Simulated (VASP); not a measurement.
Consider the following.

```yaml
crystal:
  lattice:
    - [4.30867, 0.00000, 0.00000]
    - [0.00000, 4.30867, 0.00000]
    - [0.00000, 0.00000, 4.30867]
  atoms:
    - { symbol: Cu, position: [0.75000, 0.25000, 0.75000] }
    - { symbol: Cu, position: [0.25000, 0.75000, 0.75000] }
    - { symbol: Cu, position: [0.75000, 0.75000, 0.25000] }
    - { symbol: Cu, position: [0.25000, 0.25000, 0.25000] }
    - { symbol: O, position: [0.00000, 0.00000, 0.00000] }
    - { symbol: O, position: [0.50000, 0.50000, 0.50000] }
```

Calculation: PBE GGA, VASP's PBE PAW potentials (set 64) (plane waves; VASP 6.6.1). Numerical set-up: 520 eV cut-off, Gaussian smearing of 0.050 eV, potentials Cu O.

**Question.** Predict the band gap (along the path) with the smallest direct gap where there is one.

**Answer.** 
```
Quantity                               Result
------------------------------------  -------
band gap (along the path)             0.47 eV
smallest direct gap (along the path)  0.47 eV
```

Total energies compare only between runs with the same potentials, cut-off and functional.

The compound is Cu2O in the cuprite structure. It was relaxed first.
